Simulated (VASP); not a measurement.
Input for VASP

INCAR:
```
SYSTEM = BaO
PREC = Accurate; ENCUT = 520; LREAL = F
LASPH = T
EDIFF = 1E-7; NELM = 100; ALGO = Normal
LMAXMIX = 4
ISMEAR = 0; SIGMA = 0.05
GGA = RP
ISIF = 2
LWAVE = F; LCHARG = F
```

File POSCAR:
```
BaO
1
    0.0000000000     2.8109982329     2.8109982329
    2.8109982329     0.0000000000     2.8109982329
    2.8109982329     2.8109982329     0.0000000000
Ba O
1 1
Direct
  0.0000000000   0.0000000000   0.0000000000
  0.5000000000   0.5000000000   0.5000000000
```

**KPOINTS**
```
Automatic mesh
0
Gamma
 8 8 8
```

POTCAR, in this order: Ba_sv O (PBE.64 set). Program: vasp_std.

Question: Translate this RPBE calculation to Quantum ESPRESSO's pw.x.

Answer: One equivalent input (not run):
```
&CONTROL
  calculation = 'scf'
  pseudo_dir = './pseudo'
  outdir = './out'
  tprnfor = .true.
  tstress = .true.
/
&SYSTEM
  ibrav = 0
  nat = 2
  ntyp = 2
  ecutwfc = 84
  occupations = 'smearing'
  smearing = 'gaussian'
  degauss = 0.003675
  input_dft = 'rpbe'
/
&ELECTRONS
  conv_thr = 7.3e-09
  electron_maxstep = 100
/
ATOMIC_SPECIES
  Ba 137.327 Ba.upf
  O 15.999 O.upf
CELL_PARAMETERS angstrom
     0.0000000    2.8109982    2.8109982
     2.8109982    0.0000000    2.8109982
     2.8109982    2.8109982    0.0000000
ATOMIC_POSITIONS crystal
  Ba   0.0000000  0.0000000  0.0000000
  O    0.5000000  0.5000000  0.5000000
K_POINTS automatic
  8 8 8 0 0 0
```
Limits of the translation: the potentials are each code's own (VASP's PAW set, PseudoDojo norm-conserving files in pw.x), so ENCUT and ecutwfc are chosen apart and not converted; conv_thr bounds pw.x's estimated SCF error, while EDIFF bounds the energy change between steps.

The compound is BaO in the rock salt structure. This cell is one point of a volume scan, at 0.97 of the reference volume.
